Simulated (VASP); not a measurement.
Computed with LDA (Ceperley-Alder, Perdew-Zunger), VASP's LDA PAW potentials (set 64) (plane waves; VASP).

The input files of a VASP run:

KPOINTS:
```
Automatic mesh
0
Gamma
8 8 8
0 0 0
```

POSCAR:
```
Al3Sc
1
    3.9196643665     0.0000000000     0.0000000000
    0.0000000000     3.9196643665     0.0000000000
    0.0000000000     0.0000000000     3.9196643665
Sc Al
1 3
Direct
  0.0000000000   0.0000000000   0.0000000000
  0.0000000000   0.5000000000   0.5000000000
  0.5000000000   0.0000000000   0.5000000000
  0.5000000000   0.5000000000   0.0000000000
```

INCAR:
```
SYSTEM = Al3Sc
PREC = Accurate
ENCUT = 500
EDIFF = 1E-6
NELM = 100
ALGO = Normal
LREAL = .FALSE.
LASPH = .TRUE.
ISMEAR = 1
SIGMA = 0.1
LMAXMIX = 4
LWAVE = .FALSE.
LCHARG = .FALSE.
IBRION = 2
ISIF = 3
NSW = 40
EDIFFG = -0.02
PSTRESS = 200
```

POTCAR, in this order: Sc_sv Al (LDA.64 set). Program: vasp_std.

Output of the run:

### OSZICAR
```
       N       E                     dE             d eps       ncg     rms          rms(c)
DAV:   1     0.120763415662E+03    0.12076E+03   -0.82723E+03   988   0.129E+03
DAV:   2    -0.134250304875E+02   -0.13419E+03   -0.13232E+03  1004   0.380E+02
DAV:   3    -0.219073106313E+02   -0.84823E+01   -0.81326E+01  1610   0.787E+01
DAV:   4    -0.220168810222E+02   -0.10957E+00   -0.10890E+00  1394   0.867E+00
DAV:   5    -0.220189151073E+02   -0.20341E-02   -0.20330E-02  1348   0.122E+00    0.113E+01
DAV:   6    -0.212195249762E+02    0.79939E+00   -0.39432E+00  1610   0.266E+01    0.434E+00
DAV:   7    -0.211561887732E+02    0.63336E-01   -0.83541E-02  1252   0.260E+00    0.237E+00
DAV:   8    -0.211313686515E+02    0.24820E-01   -0.33033E-02  1574   0.155E+00    0.234E-01
DAV:   9    -0.211309943002E+02    0.37435E-03   -0.28675E-03  1234   0.422E-01    0.120E-01
DAV:  10    -0.211309118088E+02    0.82491E-04   -0.24477E-04  1402   0.126E-01    0.625E-02
DAV:  11    -0.211309111289E+02    0.67987E-06   -0.34803E-05  1510   0.437E-02    0.245E-02
DAV:  12    -0.211309088432E+02    0.22857E-05   -0.89298E-06  1538   0.363E-02    0.503E-03
DAV:  13    -0.211309088183E+02    0.24902E-07   -0.33963E-07   712   0.101E-02
   1 F= -.13613537E+02 E0= -.13613170E+02  d E =-.136135E+02
       N       E                     dE             d eps       ncg     rms          rms(c)
DAV:   1    -0.222831214245E+02   -0.11522E+01   -0.64231E+01  1070   0.147E+02    0.138E+01
DAV:   2    -0.202764941375E+02    0.20066E+01   -0.71742E+00  1342   0.473E+01    0.286E+00
DAV:   3    -0.201433216200E+02    0.13317E+00   -0.28894E-01  1418   0.797E+00    0.131E+00
DAV:   4    -0.201090564105E+02    0.34265E-01   -0.13876E-01  1200   0.279E+00    0.526E-01
DAV:   5    -0.201063409125E+02    0.27155E-02   -0.16362E-02  1578   0.167E+00    0.495E-01
DAV:   6    -0.201060719975E+02    0.26891E-03   -0.98597E-04  1464   0.294E-01    0.354E-02
DAV:   7    -0.201060749939E+02   -0.29963E-05   -0.55837E-05  1584   0.815E-02    0.263E-02
DAV:   8    -0.201060739594E+02    0.10344E-05   -0.11970E-06   718   0.150E-02    0.104E-02
DAV:   9    -0.201060726523E+02    0.13071E-05   -0.97200E-06  1554   0.265E-02    0.272E-03
DAV:  10    -0.201060726585E+02   -0.61498E-08   -0.12341E-07   550   0.332E-03
   2 F= -.13567799E+02 E0= -.13567722E+02  d E =0.457376E-01
       N       E                     dE             d eps       ncg     rms          rms(c)
DAV:   1    -0.215029572590E+02   -0.13969E+01   -0.20083E+01  1154   0.787E+01    0.812E+00
DAV:   2    -0.208620557637E+02    0.64090E+00   -0.57723E+00  1502   0.387E+01    0.125E+00
DAV:   3    -0.208018528293E+02    0.60203E-01   -0.21657E-01  1534   0.461E+00    0.750E-01
DAV:   4    -0.207871612801E+02    0.14692E-01   -0.42323E-02  1316   0.164E+00    0.300E-01
DAV:   5    -0.207869430998E+02    0.21818E-03   -0.97481E-03  1614   0.141E+00    0.202E-01
DAV:   6    -0.207865088586E+02    0.43424E-03   -0.34887E-03  1568   0.726E-01    0.250E-02
DAV:   7    -0.207865022518E+02    0.66068E-05   -0.48539E-05  1566   0.750E-02    0.106E-02
DAV:   8    -0.207865019482E+02    0.30366E-06   -0.13714E-05  1608   0.460E-02    0.291E-03
DAV:   9    -0.207865015142E+02    0.43396E-06   -0.13693E-06   646   0.168E-02
   3 F= -.13738885E+02 E0= -.13738645E+02  d E =-.125348E+00
```

OUTCAR:
```
------------------------ aborting loop because EDIFF is reached ----------------------------------------
  FORCE on cell =-STRESS in cart. coord.  units (eV):
  Direction    XX          YY          ZZ          XY          YZ          ZX
  --------------------------------------------------------------------------------------
  Total        6.9857012      6.9857012      6.9857012      0.0000000      0.0000000      0.0000000
  in kB      198.2429429    198.2429429    198.2429429      0.0000000      0.0000000      0.0000000
  external PRESSURE =      -1.7570571 kB  Pullay stress =     200.0000000 kB
  volume of cell :       56.46
      direct lattice vectors                 reciprocal lattice vectors
     3.836256316  0.000000000  0.000000000     0.260670799 -0.000000000  0.000000000
     0.000000000  3.836256316 -0.000000000    -0.000000000  0.260670799  0.000000000
    -0.000000000 -0.000000000  3.836256316    -0.000000000  0.000000000  0.260670799
 POSITION                                       TOTAL-FORCE (eV/Angst)
 -----------------------------------------------------------------------------------
      0.00000      0.00000      0.00000         0.000000      0.000000      0.000000
      0.00000      1.91813      1.91813        -0.000000     -0.000000      0.000000
      1.91813     -0.00000      1.91813         0.000000      0.000000      0.000000
      1.91813      1.91813     -0.00000         0.000000     -0.000000      0.000000
 -----------------------------------------------------------------------------------
    total drift:                               -0.000000     -0.000000      0.000000
  FREE ENERGIE OF THE ION-ELECTRON SYSTEM (eV)
  ---------------------------------------------------
  free  energy   TOTEN  =       -20.7865015142 eV

  energy  without entropy=      -20.7857805098  energy(sigma->0) =      -20.78626118
  enthalpy is  TOTEN    =       -13.7388850303 eV   P V=        7.0476164839

 reached required accuracy - stopping structural energy minimisation
```
(Selected blocks of OUTCAR.)

### CONTCAR
```
Al3Sc
   1.00000000000000
     3.8362563160708287    0.0000000000000000    0.0000000000000000
     0.0000000000000000    3.8362563160708287   -0.0000000000000000
    -0.0000000000000000   -0.0000000000000000    3.8362563160708287
  Sc              Al
     1     3
Direct
     0.0000000000000000    0.0000000000000000    0.0000000000000000
     0.0000000000000000    0.5000000000000000    0.5000000000000000
     0.5000000000000000    0.0000000000000000    0.5000000000000000
     0.5000000000000000    0.5000000000000000    0.0000000000000000
```

Energy and stress use the plane-wave basis of the starting cell.

The compound is Al3Sc in the L1_2 structure. This run relaxes it under an external pressure of 20 GPa. Symmetry was kept, so distortions that lower it aren't found.
